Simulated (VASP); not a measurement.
Input for VASP

KPOINTS:
```
Automatic
0
Gamma
8 8 8
```

POSCAR:
```
CaSe
1
    0.0000000000     3.0086757234     3.0086757234
    3.0086757234     0.0000000000     3.0086757234
    3.0086757234     3.0086757234     0.0000000000
Ca Se
1 1
Direct
  0.0000000000   0.0000000000   0.0000000000
  0.5000000000   0.5000000000   0.5000000000
```

INCAR:
```
SIGMA  =  0.05
NELM  =  100   # most electronic steps
EDIFF  =  1E-7
PREC  =  Accurate
LCHARG  =  .False.
GGA  =  91   # PW91
LWAVE  =  .False.
ENCUT  =  520
ISIF  =  2   # forces and stress, cell fixed
ALGO  =  Normal   # blocked Davidson
SYSTEM  =  CaSe
LASPH  =  .True.
LMAXMIX  =  4   # l cut-off of mixed one-centre charges
ISMEAR  =  0   # Gaussian
LREAL  =  .False.
```

POTCAR, in this order: Ca_sv Se (PBE.64 set). Program: vasp_std.

Task: Translate this PW91 calculation to Quantum ESPRESSO's pw.x.

Result: One equivalent input (not run):
```
&CONTROL
  calculation = 'scf'
  pseudo_dir = './pseudo'
  outdir = './out'
  tprnfor = .true.
  tstress = .true.
/
&SYSTEM
  ibrav = 0
  nat = 2
  ntyp = 2
  ecutwfc = 86
  occupations = 'smearing'
  smearing = 'gaussian'
  degauss = 0.003675
  input_dft = 'pw91'
/
&ELECTRONS
  conv_thr = 7.3e-09
  electron_maxstep = 100
/
ATOMIC_SPECIES
  Ca 40.078 Ca.upf
  Se 78.971 Se.upf
CELL_PARAMETERS angstrom
     0.0000000    3.0086757    3.0086757
     3.0086757    0.0000000    3.0086757
     3.0086757    3.0086757    0.0000000
ATOMIC_POSITIONS crystal
  Ca   0.0000000  0.0000000  0.0000000
  Se   0.5000000  0.5000000  0.5000000
K_POINTS automatic
  8 8 8 0 0 0
```
The two are equivalent in intent, not identical: the potentials are each code's own (VASP's PAW set, PseudoDojo norm-conserving files in pw.x), so ENCUT and ecutwfc are chosen apart and not converted; conv_thr bounds pw.x's estimated SCF error, while EDIFF bounds the energy change between steps.

The compound is CaSe in the rock salt structure. This cell is one point of a volume scan, at 1.03 of the reference volume.
